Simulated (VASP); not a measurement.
Computed with vdW-DF2, VASP's PBE PAW potentials (set 64) (plane waves; VASP).

A VASP calculation is set up with these files.

File POSCAR:
```
NaF
1.0
  0.0000000000   2.3150000000   2.3150000000
  2.3150000000   0.0000000000   2.3150000000
  2.3150000000   2.3150000000   0.0000000000
Na F
1 1
direct
  0.0000000000   0.0000000000   0.0000000000
  0.5000000000   0.5000000000   0.5000000000
```

**KPOINTS**
```
K-points
0
gamma
 9 9 9
0 0 0
```

**INCAR**
```
AGGAC=0.0
ALGO=Normal
EDIFF=1E-6
EDIFFG=-0.01
ENCUT=520
GGA=ML
IBRION=2
ISIF=3
ISMEAR=0
LASPH=.True.
LCHARG=.False.
LREAL=.False.
LUSE_VDW=.True.
LWAVE=.False.
NELM=100
NSW=60
PREC=Accurate
SIGMA=0.05
SYSTEM=NaF
ZAB_VDW=-1.8867
```

POTCAR, in this order: Na_pv F (PBE.64 set). Program: vasp_std.

What VASP printed:

OSZICAR:
```
       N       E                     dE             d eps       ncg     rms          rms(c)
DAV:   1     0.112605686137E+03    0.11261E+03   -0.83046E+03   778   0.152E+03
DAV:   2    -0.208812026599E+00   -0.11281E+03   -0.10511E+03   812   0.364E+02
DAV:   3    -0.637060731949E+01   -0.61618E+01   -0.61394E+01   887   0.887E+01
DAV:   4    -0.643424698211E+01   -0.63640E-01   -0.63629E-01   833   0.934E+00
DAV:   5    -0.643489427292E+01   -0.64729E-03   -0.64728E-03   893   0.993E-01    0.621E+00
DAV:   6    -0.529265846050E+01    0.11422E+01   -0.50650E+00   872   0.212E+01    0.184E+00
DAV:   7    -0.526470253439E+01    0.27956E-01   -0.48549E-02   782   0.285E+00    0.994E-01
DAV:   8    -0.523817042529E+01    0.26532E-01   -0.39946E-02   770   0.431E+00    0.110E-01
DAV:   9    -0.523837574840E+01   -0.20532E-03   -0.11315E-03   887   0.578E-01    0.529E-02
DAV:  10    -0.523827492987E+01    0.10082E-03   -0.21690E-04   770   0.261E-01    0.221E-03
DAV:  11    -0.523827533670E+01   -0.40684E-06   -0.77235E-06   902   0.342E-02
   1 F= -.52382753E+01 E0= -.52382753E+01  d E =-.523828E+01
       N       E                     dE             d eps       ncg     rms          rms(c)
DAV:   1    -0.527342312728E+01   -0.35148E-01   -0.62299E-01   902   0.136E+01    0.142E+00
DAV:   2    -0.524372341699E+01    0.29700E-01   -0.13297E-01   929   0.392E+00    0.376E-01
DAV:   3    -0.524157844507E+01    0.21450E-02   -0.47383E-03   888   0.165E+00    0.202E-01
DAV:   4    -0.524068398051E+01    0.89446E-03   -0.69759E-04   881   0.923E-01    0.288E-02
DAV:   5    -0.524064364156E+01    0.40339E-04   -0.82452E-05   939   0.163E-01    0.782E-03
DAV:   6    -0.524063620121E+01    0.74404E-05   -0.11786E-05   872   0.686E-02    0.311E-03
DAV:   7    -0.524063624924E+01   -0.48031E-07   -0.47898E-07   415   0.107E-02
   2 F= -.52406362E+01 E0= -.52406362E+01  d E =-.236091E-02
       N       E                     dE             d eps       ncg     rms          rms(c)
DAV:   1    -0.524653274383E+01   -0.58965E-02   -0.10481E-01   902   0.554E+00    0.584E-01
DAV:   2    -0.524150291272E+01    0.50298E-02   -0.22841E-02   923   0.161E+00    0.155E-01
DAV:   3    -0.524114300425E+01    0.35991E-03   -0.80520E-04   885   0.696E-01    0.837E-02
DAV:   4    -0.524099293828E+01    0.15007E-03   -0.11926E-04   878   0.382E-01    0.119E-02
DAV:   5    -0.524098563672E+01    0.73016E-05   -0.14063E-05   928   0.681E-02    0.318E-03
DAV:   6    -0.524098440804E+01    0.12287E-05   -0.20274E-06   638   0.280E-02    0.124E-03
DAV:   7    -0.524098446842E+01   -0.60379E-07   -0.81244E-08   394   0.449E-03
   3 F= -.52409845E+01 E0= -.52409845E+01  d E =-.270913E-02
       N       E                     dE             d eps       ncg     rms          rms(c)
DAV:   1    -0.524216931405E+01   -0.11849E-02   -0.21567E-02   905   0.251E+00    0.265E-01
DAV:   2    -0.524112842452E+01    0.10409E-02   -0.47392E-03   926   0.732E-01    0.703E-02
DAV:   3    -0.524105697556E+01    0.71449E-04   -0.16641E-04   896   0.318E-01    0.381E-02
DAV:   4    -0.524102677611E+01    0.30199E-04   -0.24587E-05   869   0.174E-01    0.541E-03
DAV:   5    -0.524102508182E+01    0.16943E-05   -0.28433E-06   707   0.310E-02    0.144E-03
DAV:   6    -0.524102483276E+01    0.24907E-06   -0.40716E-07   397   0.126E-02
   4 F= -.52410248E+01 E0= -.52410248E+01  d E =-.274950E-02
```

OUTCAR:
```
------------------------ aborting loop because EDIFF is reached ----------------------------------------
  FORCE on cell =-STRESS in cart. coord.  units (eV):
  Direction    XX          YY          ZZ          XY          YZ          ZX
  --------------------------------------------------------------------------------------
  Total       -0.0019776     -0.0019776     -0.0019776      0.0000000      0.0000000      0.0000000
  in kB       -0.1245481     -0.1245481     -0.1245481      0.0000000      0.0000000      0.0000000
  external PRESSURE =      -0.1245481 kB  Pullay stress =       0.0000000 kB
  volume of cell :       25.44
      direct lattice vectors                 reciprocal lattice vectors
     0.000000000  2.334324544  2.334324544    -0.214194723  0.214194723  0.214194723
     2.334324544 -0.000000000  2.334324544     0.214194723 -0.214194723  0.214194723
     2.334324544  2.334324544  0.000000000     0.214194723  0.214194723 -0.214194723
  FREE ENERGIE OF THE ION-ELECTRON SYSTEM (eV)
  ---------------------------------------------------
  free  energy   TOTEN  =        -5.2410248328 eV

  energy  without entropy=       -5.2410248328  energy(sigma->0) =       -5.24102483

 reached required accuracy - stopping structural energy minimisation
```
(Selected blocks of OUTCAR.)

**CONTCAR**
```
NaF
   1.00000000000000
     0.0000000000000000    2.3343245444145748    2.3343245444145748
     2.3343245444145748   -0.0000000000000000    2.3343245444145748
     2.3343245444145748    2.3343245444145748    0.0000000000000000
  Na              F
     1     1
Direct
     1.0000000000000000    1.0000000000000000    1.0000000000000000
     0.5000000000000000    0.5000000000000000    0.5000000000000000
```

Energy and stress use the plane-wave basis of the starting cell.

The compound is NaF in the rock salt structure. This run relaxes it. Symmetry was kept, so distortions that lower it aren't found.
